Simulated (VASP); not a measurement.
**Fermi-Dirac smearing in Mg**

How do entropy and free energy of the electrons in Mg grow with the Fermi-Dirac width, and how far does the Sommerfeld expansion hold?

Program: VASP 6.6.1. Level of theory: PBEsol; plane waves and PAW (Mg), in the first sound run; inputs show where later runs differ. Results are calculated unless marked as measured.

### Step 1. The structure

The structure is hexagonal, space group P6_3/mmc (No. 194). Conventional cell: a = 3.210 Å, b = 3.210 Å, c = 5.213 Å, α = 90.00°, β = 90.00°, γ = 120.00°. Nearest to Mg lie 12 Mg at 3.20 to 3.21 Å.

Coordinates:

```xyz
2
Lattice="3.2100 0.0000 0.0000 -1.6050 2.7799 0.0000 0.0000 0.0000 5.2130" Properties=species:S:1:pos:R:3 pbc="T T T"
Mg    0.0000    0.0000    0.0000
Mg    0.0000    1.8533    2.6065
```

### Step 2. Relax the crystal, PBEsol

The cell is relaxed and then held.

This step took 2 runs in a row; the last is shown.

Level: PBEsol; plane waves and PAW (Mg).

Contents of INCAR:

```
SYSTEM = Mg
PREC = Accurate
ENCUT = 450
EDIFF = 1E-07
NELM = 120
ISMEAR = 1
SIGMA = 0.15
LREAL = .FALSE.
ALGO = Normal
GGA = PS
NBANDS = 8
LASPH = .TRUE.
LORBIT = 11
LWAVE = .FALSE.
LCHARG = .FALSE.
KPAR = 8
IBRION = 2
NSW = 40
ISIF = 3
EDIFFG = -0.005
POTIM = 0.4
```

Contents of POSCAR:

```
Mg
1.0
    3.1823916775      0.0000000000      0.0000000000
   -1.5911958388      2.7560320375      0.0000000000
    0.0000000000      0.0000000000      5.1285894932
Mg
2
Direct
    0.0000000000      0.0000000000      0.0000000000
    0.3333333333      0.6666666667      0.5000000000
```

Contents of KPOINTS:

```
Automatic mesh
0
Gamma
16 16 9
0 0 0
```

PAW data sets: Mg (PBE family, release 64).

Command:

```console
$ mpirun -np 8 vasp_std
```

The log of the run:

```text
[banner, memory and clock lines left out]
running    8 mpi-ranks, on    1 nodes
[...]
|                                                                             |
|           W    W    AA    RRRRR   N    N  II  N    N   GGGG   !!!           |
|           W    W   A  A   R    R  NN   N  II  NN   N  G    G  !!!           |
|           W    W  A    A  R    R  N N  N  II  N N  N  G       !!!           |
|           W WW W  AAAAAA  RRRRR   N  N N  II  N  N N  G  GGG   !            |
|           WW  WW  A    A  R   R   N   NN  II  N   NN  G    G                |
|           W    W  A    A  R    R  N    N  II  N    N   GGGG   !!!           |
|                                                                             |
|     For optimal performance we recommend to set                             |
|       NCORE = 2 up to number-of-cores-per-socket                            |
|     NCORE specifies how many cores store one orbital (NPAR=cpu/NCORE).      |
|     This setting can greatly improve the performance of VASP for DFT.       |
[...]
|     You enforced a specific xc type in the INCAR file but a different       |
|     [... a line on the potential file left out ...]
|     I HOPE YOU KNOW WHAT YOU ARE DOING!                                     |
|                                                                             |

 LDA part: xc-table for (Slater+PW92), standard interpolation
 POSCAR, INCAR and KPOINTS ok, starting setup
[...]
entering main loop
       N       E                     dE             d eps       ncg     rms          rms(c)
DAV:   1    -0.118212501310E+01   -0.11821E+01   -0.12393E+03  2416   0.301E+02
DAV:   2    -0.344555938018E+01   -0.22634E+01   -0.21996E+01  3224   0.220E+01
DAV:   3    -0.346197598054E+01   -0.16417E-01   -0.13708E-01  3368   0.208E+00
DAV:   4    -0.346201791268E+01   -0.41932E-04   -0.41933E-04  3384   0.875E-02
[...]
DAV:   9    -0.344197731402E+01    0.28652E-06   -0.90020E-07  2736   0.451E-03    0.578E-04
DAV:  10    -0.344197717816E+01    0.13586E-06   -0.35236E-09  2392   0.359E-04    0.127E-04
DAV:  11    -0.344197717125E+01    0.69055E-08   -0.26875E-10  1544   0.118E-04
   1 F= -.34419772E+01 E0= -.34421001E+01  d E =-.344198E+01
[...]
reached required accuracy - stopping structural energy minimisation
```

Wall time 7.4 s (8 MPI ranks of Intel Xeon Platinum 8175M at 2.50GHz (Skylake/Cascade Lake), shared host); peak memory 1.4 GiB; 53 s of CPU time.

The logs omit lines about the potential files and the build; timing stands in the text.

OUTCAR, selected parts (step 2):

```text
  Total        0.0027029      0.0027029      0.0013782     -0.0000000      0.0000000      0.0000000
  in kB        0.0962725      0.0962725      0.0490903     -0.0000000      0.0000000      0.0000000
  external PRESSURE =       0.0805451 kB  Pullay stress =       0.0000000 kB

 POSITION                                       TOTAL-FORCE (eV/Angst)
 -----------------------------------------------------------------------------------
      0.00000      0.00000      0.00000        -0.000000      0.000000      0.000000
     -0.00000      1.83735      2.56429         0.000000      0.000000      0.000000
 -----------------------------------------------------------------------------------
    total drift:                               -0.000000      0.000000      0.000000

  FREE ENERGIE OF THE ION-ELECTRON SYSTEM (eV)
  ---------------------------------------------------
  free  energy   TOTEN  =        -3.4419771713 eV

  energy  without entropy=       -3.4423458395  energy(sigma->0) =       -3.44210006

 reached required accuracy - stopping structural energy minimisation

[... 3 further parts left out ...]
[key lines of the parts left out:]
E-fermi :   2.7117
```

Numbers from this step:

```
energy(sigma→0) of the program : -3.4421 eV
stress, compression positive   : xx, yy, zz 0.01, 0.01, 0.00 GPa
volume                         : 44.982 Å³
ionic steps                    : 1
```

### Step 3. Tetrahedra, PBEsol

Tetrahedra give the density of states at the Fermi level without smearing.

Level: PBEsol; plane waves and PAW (Mg).

Contents of INCAR:

```
SYSTEM = Mg
PREC = Accurate
ENCUT = 450
EDIFF = 1E-08
NELM = 100
ISMEAR = -5
SIGMA = 0.15
LREAL = .FALSE.
ALGO = Normal
GGA = PS
NBANDS = 18
LASPH = .TRUE.
LORBIT = 11
LWAVE = .FALSE.
LCHARG = .FALSE.
KPAR = 2
ISIF = 2
NEDOS = 3001
```

POSCAR is that of step 2.

Contents of KPOINTS:

```
Automatic mesh
0
Gamma
28 28 16
0 0 0
```

Command:

```console
$ mpirun -np 2 vasp_std
```

The log of the run:

```text
[banner, memory and clock lines left out]
running    2 mpi-ranks, on    1 nodes
[...]
[... a notice as in an earlier step ...]

 LDA part: xc-table for (Slater+PW92), standard interpolation
 POSCAR, INCAR and KPOINTS ok, starting setup
[...]
entering main loop
       N       E                     dE             d eps       ncg     rms          rms(c)
DAV:   1     0.155043981861E+01    0.15504E+01   -0.12208E+03 26616   0.137E+02
DAV:   2    -0.337308261826E+01   -0.49235E+01   -0.48073E+01 33974   0.279E+01
DAV:   3    -0.346685765810E+01   -0.93775E-01   -0.93144E-01 32342   0.260E+00
DAV:   4    -0.346712915583E+01   -0.27150E-03   -0.27082E-03 32120   0.149E-01
[...]
DAV:   9    -0.344708963870E+01   -0.19679E-05   -0.78389E-07 30026   0.208E-03    0.534E-04
DAV:  10    -0.344708952949E+01    0.10921E-06   -0.11217E-08 33686   0.283E-04    0.229E-04
DAV:  11    -0.344708953829E+01   -0.88030E-08   -0.55102E-10 20292   0.755E-05
   1 F= -.34470895E+01 E0= -.34470895E+01  d E =0.000000E+00
|                                                                             |
|           W    W    AA    RRRRR   N    N  II  N    N   GGGG   !!!           |
|           W    W   A  A   R    R  NN   N  II  NN   N  G    G  !!!           |
|           W    W  A    A  R    R  N N  N  II  N N  N  G       !!!           |
|           W WW W  AAAAAA  RRRRR   N  N N  II  N  N N  G  GGG   !            |
|           WW  WW  A    A  R   R   N   NN  II  N   NN  G    G                |
|           W    W  A    A  R    R  N    N  II  N    N   GGGG   !!!           |
|                                                                             |
|     Tetrahedron method does not include variations of the Fermi             |
|     occupations, so forces and stress will be inaccurate. We suggest        |
|     using a different smearing scheme ISMEAR = 1 or 2 for metals in         |
|     relaxations.                                                            |
|                                                                             |
```

Run time: 2.4 min. Hardware: 2 MPI ranks; peak memory 0.94 GiB; 4.8 min of CPU time.

OUTCAR, selected parts (step 3):

```text
  Total       -0.0407098     -0.0407098      0.0382516      0.0000000      0.0000000     -0.0000000
  in kB       -1.4500190     -1.4500190      1.3624610      0.0000000      0.0000000     -0.0000000
  external PRESSURE =      -0.5125257 kB  Pullay stress =       0.0000000 kB

 POSITION                                       TOTAL-FORCE (eV/Angst)
 -----------------------------------------------------------------------------------
      0.00000      0.00000      0.00000         0.000000      0.000000      0.000000
     -0.00000      1.83735      2.56429        -0.000000      0.000000      0.000000
 -----------------------------------------------------------------------------------
    total drift:                               -0.000000      0.000000      0.000000

  FREE ENERGIE OF THE ION-ELECTRON SYSTEM (eV)
  ---------------------------------------------------
  free  energy   TOTEN  =        -3.4470895383 eV

  energy  without entropy=       -3.4470895383  energy(sigma->0) =       -3.44708954

[... 1 part as in an earlier step ...]

[... 2 further parts left out ...]
[key lines of the parts left out:]
E-fermi :   2.7138
```

Read from the output:

```
energy(sigma→0) of the program : -3.4471 eV
```

The run ends at a pressure of -0.05 GPa.

### Step 4. Electron temperature, PBEsol

One member in full: SIGMA = 0.05 eV.

Level: PBEsol; plane waves and PAW (Mg).

Edit INCAR of step 3 so:

```diff
@@ -5,4 +5,4 @@
 NELM = 100
-ISMEAR = -5
-SIGMA = 0.15
+ISMEAR = -1
+SIGMA = 0.05
 LREAL = .FALSE.
@@ -17,2 +17 @@
 ISIF = 2
-NEDOS = 3001
```

POSCAR is that of step 3.

KPOINTS is that of step 3.

Command:

```console
$ mpirun -np 2 vasp_std
```

The log of the run:

```text
[... set-up lines as in an earlier step ...]
 entering main loop
       N       E                     dE             d eps       ncg     rms          rms(c)
DAV:   1     0.154823660523E+01    0.15482E+01   -0.12208E+03 26616   0.137E+02
DAV:   2    -0.337653916068E+01   -0.49248E+01   -0.47898E+01 33974   0.279E+01
DAV:   3    -0.347027076473E+01   -0.93732E-01   -0.93328E-01 32342   0.260E+00
DAV:   4    -0.347054189152E+01   -0.27113E-03   -0.27110E-03 32120   0.149E-01
[...]
DAV:  10    -0.345050132179E+01    0.12010E-06   -0.11010E-08 33666   0.281E-04    0.229E-04
DAV:  11    -0.345050127613E+01    0.45664E-07   -0.54216E-10 20272   0.751E-05    0.124E-05
DAV:  12    -0.345050127561E+01    0.52196E-09   -0.17133E-11 16612   0.126E-05
   1 F= -.34505013E+01 E0= -.34470673E+01  d E =-.686801E-02
```

The job ended after 2.2 min (2 MPI ranks; peak memory 0.86 GiB).

From OUTCAR (step 4):

```text
  LATTYP: Found a hexagonal cell.
 ALAT       =     3.1823916775
 C/A-ratio  =     1.6115519436

 Subroutine GETGRP returns: Found 24 space group operations
 (whereof 12 operations were pure point group operations)

The static configuration has the point symmetry D_3h.
 The point group associated with its full space group is D_6h.

 Found    720 irreducible k-points:

   dimension x,y,z NGX =    24 NGY =   24 NGZ =   36
   dimension x,y,z NGXF=    48 NGYF=   48 NGZF=   72

   ENCUT  =  450.0 eV  33.07 Ry    5.75 a.u.   5.50  5.50  8.87*2*pi/ulx,y,z

   NELECT =       4.0000    total number of electrons

 E-fermi :   2.7066

 k-point     1 :       0.0000    0.0000    0.0000
  band No.  band energies     occupation
      1      -4.3186      2.00000
      2       1.0192      2.00000
      3       1.5315      2.00000
      4      13.6652      0.00000
      5      13.6652      0.00000
      6      13.8065      0.00000
      7      13.8065      0.00000
      8      14.6730      0.00000
    ...

 k-point     2 :       0.0357    0.0000    0.0000
  band No.  band energies     occupation
      1      -4.2933      2.00000
      2       1.0422      2.00000
      3       1.5561      2.00000
      4      12.8429      0.00000
      5      13.1640      0.00000
      6      13.8519      0.00000
      7      14.3441      0.00000
      8      15.0680      0.00000
    ...

  Total       -0.0166616     -0.0166616      0.0368576      0.0000000      0.0000000      0.0000000
  in kB       -0.5934613     -0.5934613      1.3128087      0.0000000      0.0000000      0.0000000
  external PRESSURE =       0.0419620 kB  Pullay stress =       0.0000000 kB

 POSITION                                       TOTAL-FORCE (eV/Angst)
 -----------------------------------------------------------------------------------
      0.00000      0.00000      0.00000         0.000000     -0.000000      0.000000
     -0.00000      1.83735      2.56429        -0.000000      0.000000      0.000000
 -----------------------------------------------------------------------------------
    total drift:                               -0.000000      0.000000      0.000000

  FREE ENERGIE OF THE ION-ELECTRON SYSTEM (eV)
  ---------------------------------------------------
  free  energy   TOTEN  =        -3.4505012756 eV

  energy  without entropy=       -3.4436332626  energy(sigma->0) =       -3.44706727

 total charge
# of ion       s       p       d       tot
------------------------------------------
    1        0.209   0.130   0.012   0.351
    2        0.209   0.130   0.012   0.351
--------------------------------------------------
tot          0.418   0.260   0.024   0.702

[... 2 parts as in an earlier step ...]

[... 7 further parts left out ...]
```

Read from the output:

```
energy(sigma→0) of the program : -3.4471 eV
stress, compression positive   : xx, yy, zz -0.06, -0.06, 0.13 GPa
```

The run ends at a pressure of 0.00 GPa.

### Step 5. All members

The other members went through these steps as far as the tables show, on the same mesh; 7 runs are not shown. The session took 0.69 core hours (wall time by ranks) on a shared machine.

| width kT (eV) | temperature (K) | free energy less that of the narrowest width (meV/atom) | TS (meV/atom) | pressure (GPa) | shift of the Fermi level (eV) |
| --- | --- | --- | --- | --- | --- |
| 0.025 | 290 | 0.000 | 0.980 | -0.001 | 0.000 |
| 0.050 | 580 | -1.348 | 3.434 | 0.004 | 0.001 |
| 0.075 | 870 | -3.454 | 7.512 | 0.016 | 0.001 |
| 0.100 | 1160 | -6.371 | 13.339 | 0.034 | 0.001 |
| 0.150 | 1741 | ? | ? | 0.082 | -0.001 |
| 0.200 | 2321 | -26.576 | 54.327 | 0.147 | -0.005 |
| 0.300 | 3481 | -60.827 | 124.130 | 0.325 | -0.015 |

### Step 6. The Sommerfeld expansion

At low temperature TS = (π²/3) g (kT)², so TS, twice the difference of energy(sigma→0) and the free energy, over (π²/3)(kT)² is an effective density of states: 0.477, 0.418, 0.406, 0.405, 0.413, 0.419 states/eV/atom in the rows shown.

A least-squares parabola through the 6 rows shown, with σ the width in eV: g = 2.400 σ² − 0.8763 σ + 0.4730 (states/eV/atom), r.m.s. residual 0.016 states/eV/atom.

At σ = 0.15 this predicts 0.396 states/eV/atom.

### Step 7. Prediction against calculation

The calculation gives 0.409 states/eV/atom, so the prediction is 0.013 states/eV/atom too low, within twice the residual of the fit.

The parabola in σ is an empirical guide, not the expansion itself. Tetrahedra give g = 0.420 states/eV/atom at the Fermi level, the limit that the series should reach at zero width.

### Step 8. What came out

* density of states at the Fermi level, tetrahedra: 0.42 states/eV/atom
* Sommerfeld coefficient from it: 0.99 mJ per mole of atoms and K²
* pressure at the widest setting: 0.32 GPa
* error of the predicted g: -0.013 states/eV/atom

What this shows: Against the tetrahedron value, the effective density of states stands at +13 % at 0.025 eV, -1 % at 0.05 eV, -4 % at 0.1 eV, -0 % at 0.3 eV. The leading term holds within a tenth at the widest setting. The narrowest row breaks the trend of the next ones, as mesh noise would; no test of the mesh was run. The bare coefficient lacks the electron-phonon enhancement of measured heat capacities.

[Lines on the potential files, build, host, timing and source positions are cut from VASP's logs without a mark.]

[Logs are printed without paths, hosts, clocks, repeated set-up lines and the standing remarks that a program may print on its own settings, such as how far it seeks lower states.]

[Hosts, paths, dates, database ids (printed as entryN), source tags and the programs' standing remarks are cut or masked in the printed files.]
